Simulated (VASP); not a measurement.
Computed with LDA (Ceperley-Alder, Perdew-Zunger), VASP's LDA PAW potentials (set 64) (plane waves; VASP).

Input for VASP

KPOINTS:
```
Automatic mesh
0
Gamma
6 6 6
0 0 0
```

INCAR:
```
SYSTEM = BaTiO3
PREC = Accurate
ENCUT = 520
EDIFF = 1E-7
NELM = 100
ALGO = Normal
LREAL = .FALSE.
LASPH = .TRUE.
ISMEAR = 0
SIGMA = 0.05
LMAXMIX = 4
LWAVE = .FALSE.
LCHARG = .FALSE.
ISIF = 2
```

POSCAR:
```
BaTiO3
1.0
  3.9916819973   0.0000000000   0.0000000000
  0.0000000000   3.9916819973   0.0000000000
  0.0000000000   0.0000000000   3.9916819973
Ba Ti O
1 1 3
direct
  0.0000000000   0.0000000000   0.0000000000
  0.5000000000   0.5000000000   0.5000000000
  0.5000000000   0.0000000000   0.5000000000
  0.0000000000   0.5000000000   0.5000000000
  0.5000000000   0.5000000000   0.0000000000
```

POTCAR, in this order: Ba_sv Ti_sv O (LDA.64 set). Program: vasp_std.

What VASP printed:

### OSZICAR
```
       N       E                     dE             d eps       ncg     rms          rms(c)
DAV:   1     0.447214320077E+03    0.44721E+03   -0.21739E+04   960   0.181E+03
DAV:   2    -0.957767351941E+01   -0.45679E+03   -0.44768E+03  1168   0.487E+02
DAV:   3    -0.528333623033E+02   -0.43256E+02   -0.43192E+02  1448   0.146E+02
DAV:   4    -0.547396191974E+02   -0.19063E+01   -0.19052E+01  1320   0.270E+01
DAV:   5    -0.548111347537E+02   -0.71516E-01   -0.71513E-01  1368   0.386E+00    0.232E+01
DAV:   6    -0.444793354460E+02    0.10332E+02   -0.73570E+01  1424   0.765E+01    0.104E+01
DAV:   7    -0.443367324254E+02    0.14260E+00   -0.11995E+01  1208   0.255E+01    0.647E+00
DAV:   8    -0.441328297002E+02    0.20390E+00   -0.13267E+00  1256   0.111E+01    0.242E+00
DAV:   9    -0.441377508240E+02   -0.49211E-02   -0.19228E-01  1224   0.306E+00    0.110E+00
DAV:  10    -0.441256731278E+02    0.12078E-01   -0.89958E-02  1256   0.296E+00    0.382E-01
DAV:  11    -0.441242901142E+02    0.13830E-02   -0.11997E-02  1424   0.766E-01    0.903E-02
DAV:  12    -0.441241570955E+02    0.13302E-03   -0.16305E-03  1192   0.387E-01    0.497E-02
DAV:  13    -0.441241355127E+02    0.21583E-04   -0.15229E-04  1224   0.858E-02    0.805E-03
DAV:  14    -0.441241362940E+02   -0.78135E-06   -0.29529E-05  1312   0.531E-02    0.137E-02
DAV:  15    -0.441241346512E+02    0.16429E-05   -0.67781E-06  1160   0.256E-02    0.301E-03
DAV:  16    -0.441241346753E+02   -0.24164E-07   -0.69728E-07  1176   0.557E-03
   1 F= -.44124135E+02 E0= -.44124135E+02  d E =-.110788E-21
```

### OUTCAR
```
------------------------ aborting loop because EDIFF is reached ----------------------------------------
  FORCE on cell =-STRESS in cart. coord.  units (eV):
  Direction    XX          YY          ZZ          XY          YZ          ZX
  --------------------------------------------------------------------------------------
  Total       -2.1875376     -2.1875376     -2.1875376      0.0000000     -0.0000000      0.0000000
  in kB      -55.1059254    -55.1059254    -55.1059254      0.0000000     -0.0000000      0.0000000
  external PRESSURE =     -55.1059254 kB  Pullay stress =       0.0000000 kB
  volume of cell :       63.60
      direct lattice vectors                 reciprocal lattice vectors
     3.991681997  0.000000000  0.000000000     0.250520959  0.000000000  0.000000000
     0.000000000  3.991681997  0.000000000     0.000000000  0.250520959  0.000000000
     0.000000000  0.000000000  3.991681997     0.000000000  0.000000000  0.250520959
 POSITION                                       TOTAL-FORCE (eV/Angst)
 -----------------------------------------------------------------------------------
      0.00000      0.00000      0.00000         0.000000      0.000000      0.000000
      1.99584      1.99584      1.99584         0.000000      0.000000      0.000000
      1.99584      0.00000      1.99584         0.000000      0.000000      0.000000
      0.00000      1.99584      1.99584         0.000000      0.000000      0.000000
      1.99584      1.99584      0.00000         0.000000      0.000000      0.000000
 -----------------------------------------------------------------------------------
    total drift:                                0.000000      0.000000     -0.000000
  FREE ENERGIE OF THE ION-ELECTRON SYSTEM (eV)
  ---------------------------------------------------
  free  energy   TOTEN  =       -44.1241346753 eV

  energy  without entropy=      -44.1241346753  energy(sigma->0) =      -44.12413468
```
(Selected blocks of OUTCAR.)

OUTCAR:
```
 val. band max:        3.5873287868   @ k =   0.5000   0.5000   0.5000

 cond. band min:       5.2581405939   @ k =   0.0000   0.0000   0.0000


 Fermi energy:         3.9141047199

 k-point     1 :       0.0000    0.0000    0.0000
  band No.  band energies     occupation
      1     -52.2662      2.00000
      2     -28.8852      2.00000
      3     -28.8852      2.00000
      4     -28.8852      2.00000
      5     -21.0518      2.00000
      6     -13.0122      2.00000
      7     -12.3083      2.00000
      8     -12.3083      2.00000
      9      -6.2742      2.00000
     10      -6.2742      2.00000
     11      -6.2742      2.00000
     12       1.2828      2.00000
     13       1.2828      2.00000
     14       1.2828      2.00000
     15       2.4622      2.00000
     16       2.4622      2.00000
     17       2.4622      2.00000
     18       3.4540      2.00000
     19       3.4540      2.00000
     20       3.4540      2.00000
     21       5.2581      0.00000
     22       5.2581      0.00000
     23       5.2581      0.00000
     24       7.5834      0.00000

 k-point     2 :       0.1667    0.0000    0.0000
  band No.  band energies     occupation
      1     -52.2659      2.00000
      2     -28.8994      2.00000
      3     -28.8847      2.00000
      4     -28.8847      2.00000
      5     -21.0201      2.00000
      6     -13.0407      2.00000
      7     -12.2978      2.00000
      8     -12.2790      2.00000
      9      -6.2305      2.00000
     10      -6.2305      2.00000
     11      -6.1518      2.00000
     12       0.8307      2.00000
     13       1.1944      2.00000
     14       1.1944      2.00000
     15       2.1606      2.00000
     16       2.1606      2.00000
     17       2.2081      2.00000
     18       2.8123      2.00000
     19       3.2620      2.00000
     20       3.2620      2.00000
     21       5.2988      0.00000
     22       5.8093      0.00000
     23       5.8093      0.00000
     24       7.5872      0.00000
...
```

Unless said otherwise, spin-orbit coupling is left out, though it shifts the bands of the heavy elements here.

The compound is BaTiO3 in the cubic perovskite structure, the ideal cubic form; the compound distorts at low or room temperature. This cell is one point of a volume scan, at 1.03 of the reference volume.
